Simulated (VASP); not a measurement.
Input:

```
CELL_PARAMETERS angstrom
      3.54308     0.00000     0.00000
      0.00000     3.54308     0.00000
      0.00000     0.00000     3.54213
ATOMIC_POSITIONS crystal
  Zn 0.50000 0.50000 0.50000
  Dy 0.00000 0.00000 0.00000
```

Calculation: r2SCAN meta-GGA with spin-orbit coupling, VASP's PBE PAW potentials (set 64) (plane waves; VASP). Numerical set-up: 400 eV cut-off, 9×9×9 Γ-centred mesh, Gaussian smearing of 0.050 eV, potentials Zn Dy_3.

The 4f electrons are frozen in the core of the lanthanide potential, so 4f levels, which can set the real gap, and their magnetism are missing.

Question: What does the run give for the energy per atom (σ→0), band gap (over mesh and band path) with the smallest direct gap where there is one?

Answer: 
```
Property                                                              Result
----------------------------------  ----------------------------------------
band gap (over mesh and band path)  none (metal, semimetal or under 0.01 eV)
energy per atom (σ→0)                                        -20.968 eV/atom
```

Total energies compare only between runs with the same potentials, cut-off and functional.

The structure comes from a measured DyZn entry (P4/mmm) of the Crystallography Open Database, whose conditions weren't checked. It was relaxed first. The relaxed cell has space group Pm-3m.
